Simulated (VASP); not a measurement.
Method: vdW-DF2, VASP's PBE PAW potentials (set 64) (plane waves; VASP).

A VASP calculation is set up with these files.

**INCAR**
```
# general
SYSTEM   = Ho
PREC     = Accurate
ENCUT    = 520
LREAL    = .False.
LASPH    = .True.   # aspherical one-centre terms

# electronic loop
EDIFF    = 1E-6   # SCF stop (eV)
NELM     = 100
ALGO     = Normal   # blocked Davidson
LMAXMIX  = 6   # l cut-off of mixed one-centre charges

# smearing
ISMEAR   = 1   # Methfessel-Paxton
SIGMA    = 0.1

# functional
GGA      = ML
LUSE_VDW = .True.
AGGAC    = 0.0
ZAB_VDW  = -1.8867

# ions
IBRION   = 2   # conjugate gradients
NSW      = 60   # most ionic steps
ISIF     = 3   # ions, shape and volume
EDIFFG   = -0.01   # ionic stop

# output
LWAVE    = .False.
LCHARG   = .False.
```

File POSCAR:
```
Ho
1.0
  1.8257305103  -3.1622580626   0.0000000000
  1.8257305103   3.1622580626   0.0000000000
  0.0000000000   0.0000000000   5.6369894493
Ho
2
Cartesian
  1.8257305103   1.0540881290   1.4092473623
  1.8257305103  -1.0540881290   4.2277420870
```

**KPOINTS**
```
kpoints
0
gamma
10 10 6
```

POTCAR, in this order: Ho_3 (PBE.64 set). Program: vasp_std.

What VASP printed:

### OSZICAR
```
       N       E                     dE             d eps       ncg     rms          rms(c)
DAV:   1     0.909910216443E+02    0.90991E+02   -0.82172E+03  1629   0.127E+03
DAV:   2     0.224336600417E+01   -0.88748E+02   -0.87081E+02  2124   0.556E+02
DAV:   3    -0.251194324957E+01   -0.47553E+01   -0.45729E+01  2442   0.936E+01
DAV:   4    -0.272650223335E+01   -0.21456E+00   -0.21175E+00  2555   0.136E+01
DAV:   5    -0.273238384781E+01   -0.58816E-02   -0.58044E-02  2458   0.236E+00    0.220E+01
DAV:   6    -0.276427494426E+01   -0.31891E-01   -0.29955E-02  2467   0.208E+00    0.133E+01
DAV:   7    -0.278651976143E+01   -0.22245E-01   -0.57799E-02  2369   0.322E+00    0.342E-01
DAV:   8    -0.278698769359E+01   -0.46793E-03   -0.36890E-03  2332   0.634E-01    0.182E-01
DAV:   9    -0.278712202228E+01   -0.13433E-03   -0.21311E-04  2059   0.151E-01    0.286E-02
DAV:  10    -0.278712595045E+01   -0.39282E-05   -0.57084E-05  2480   0.888E-02    0.591E-02
DAV:  11    -0.278712791336E+01   -0.19629E-05   -0.74862E-06  1997   0.267E-02    0.340E-03
DAV:  12    -0.278712871467E+01   -0.80131E-06   -0.37042E-07  1328   0.107E-02
   1 F= -.27871287E+01 E0= -.27881918E+01  d E =-.278713E+01
```

File OUTCAR:
```
------------------------ aborting loop because EDIFF is reached ----------------------------------------
  FORCE on cell =-STRESS in cart. coord.  units (eV):
  Direction    XX          YY          ZZ          XY          YZ          ZX
  --------------------------------------------------------------------------------------
  Total        0.0139539      0.0139539      0.0116994      0.0000000      0.0000000      0.0000000
  in kB        0.3434744      0.3434744      0.2879810      0.0000000      0.0000000      0.0000000
  external PRESSURE =       0.3249766 kB  Pullay stress =       0.0000000 kB
  volume of cell :       65.09
      direct lattice vectors                 reciprocal lattice vectors
     1.825730510 -3.162258063  0.000000000     0.273862981 -0.158114863  0.000000000
     1.825730510  3.162258063  0.000000000     0.273862981  0.158114863  0.000000000
     0.000000000  0.000000000  5.636989449     0.000000000  0.000000000  0.177399658
 POSITION                                       TOTAL-FORCE (eV/Angst)
 -----------------------------------------------------------------------------------
      1.82573      1.05409      1.40925        -0.000000      0.000000      0.000000
      1.82573     -1.05409      4.22774         0.000000     -0.000000      0.000000
 -----------------------------------------------------------------------------------
    total drift:                                0.000000      0.000095     -0.000011
  FREE ENERGIE OF THE ION-ELECTRON SYSTEM (eV)
  ---------------------------------------------------
  free  energy   TOTEN  =        -2.7871287147 eV

  energy  without entropy=       -2.7903181205  energy(sigma->0) =       -2.78819185

 reached required accuracy - stopping structural energy minimisation
```
(Selected blocks of OUTCAR.)

The 4f electrons are frozen in the core of the lanthanide potential, so 4f levels, which can set the real gap, and their magnetism are missing.

The compound is Ho in the hcp structure. It was relaxed first. The start is the result of an earlier pass.
